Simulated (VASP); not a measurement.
OSZICAR of a VASP run on SnSe (space group Fm-3m):

OSZICAR:
```
       N       E                     dE             d eps       ncg     rms          rms(c)
DAV:   1     0.123194659835E+03    0.12319E+03   -0.87578E+03   560   0.147E+03
DAV:   2     0.196241563605E+01   -0.12123E+03   -0.11887E+03   596   0.349E+02
DAV:   3    -0.938702366855E+01   -0.11349E+02   -0.11227E+02   722   0.101E+02
DAV:   4    -0.965999586471E+01   -0.27297E+00   -0.27287E+00   614   0.178E+01
DAV:   5    -0.966873977338E+01   -0.87439E-02   -0.87438E-02   810   0.301E+00    0.315E+00
DAV:   6    -0.948211703932E+01    0.18662E+00   -0.50051E-01   792   0.485E+00    0.191E+00
DAV:   7    -0.947600454942E+01    0.61125E-02   -0.67385E-02   604   0.135E+00    0.898E-01
DAV:   8    -0.947457714014E+01    0.14274E-02   -0.63536E-03   650   0.822E-01    0.769E-02
DAV:   9    -0.947441836068E+01    0.15878E-03   -0.10222E-03   792   0.273E-01    0.453E-02
DAV:  10    -0.947442737850E+01   -0.90178E-05   -0.74829E-05   590   0.594E-02    0.110E-02
DAV:  11    -0.947442783313E+01   -0.45462E-06   -0.45157E-06   680   0.218E-02
   1 F= -.94744278E+01 E0= -.94744278E+01  d E =-.947443E+01
       N       E                     dE             d eps       ncg     rms          rms(c)
DAV:   1    -0.106857836829E+02   -0.12114E+01   -0.24248E+01   686   0.753E+01    0.620E+00
DAV:   2    -0.971039199547E+01    0.97539E+00   -0.18742E+00   680   0.247E+01    0.251E+00
DAV:   3    -0.951661658796E+01    0.19378E+00   -0.61599E-01   686   0.129E+01    0.513E-01
DAV:   4    -0.950706776422E+01    0.95488E-02   -0.25274E-02   656   0.155E+00    0.150E-01
DAV:   5    -0.950645290321E+01    0.61486E-03   -0.86514E-04   722   0.233E-01    0.839E-02
DAV:   6    -0.950632811310E+01    0.12479E-03   -0.21452E-04   588   0.182E-01    0.209E-02
DAV:   7    -0.950631877555E+01    0.93375E-05   -0.21196E-05   608   0.482E-02    0.614E-03
DAV:   8    -0.950631753527E+01    0.12403E-05   -0.44585E-06   590   0.176E-02    0.914E-04
DAV:   9    -0.950631756090E+01   -0.25633E-07   -0.88309E-08   286   0.359E-03
   2 F= -.95063176E+01 E0= -.95063176E+01  d E =-.318897E-01
       N       E                     dE             d eps       ncg     rms          rms(c)
DAV:   1    -0.957155753897E+01   -0.65240E-01   -0.14123E+00   686   0.207E+01    0.138E+00
DAV:   2    -0.952163153755E+01    0.49926E-01   -0.87784E-02   680   0.510E+00    0.586E-01
DAV:   3    -0.951043485762E+01    0.11197E-01   -0.37065E-02   686   0.314E+00    0.974E-02
DAV:   4    -0.950995842766E+01    0.47643E-03   -0.14914E-03   560   0.425E-01    0.320E-02
DAV:   5    -0.950991212978E+01    0.46298E-04   -0.93056E-05   810   0.111E-01    0.180E-02
DAV:   6    -0.950990501966E+01    0.71101E-05   -0.14961E-05   590   0.624E-02    0.423E-03
DAV:   7    -0.950990471324E+01    0.30643E-06   -0.29369E-06   440   0.312E-02
   3 F= -.95099047E+01 E0= -.95099047E+01  d E =-.354769E-01
```

### Question
Which electronic solver shows in the log?

### Answer
It is blocked Davidson (ALGO = Normal, or the opening steps of other solvers). The INCAR had ALGO = Normal.

### Question
Can the final energy be trusted as converged?

### Answer
The calculation finished and met its thresholds. It stopped with EDIFF = 1E-6, NELM = 100, NSW = 60 and EDIFFG = -0.01 after 3 ionic steps (LDA (Ceperley-Alder, Perdew-Zunger), plane waves, VASP's LDA PAW potentials (set 64)). Energy and stress use the plane-wave basis of the starting cell.

The structure comes from a computed database's SnSe entry (Fm-3m); how it stands against other phases isn't given here. This run relaxes it. Symmetry was kept, so distortions that lower it aren't found.
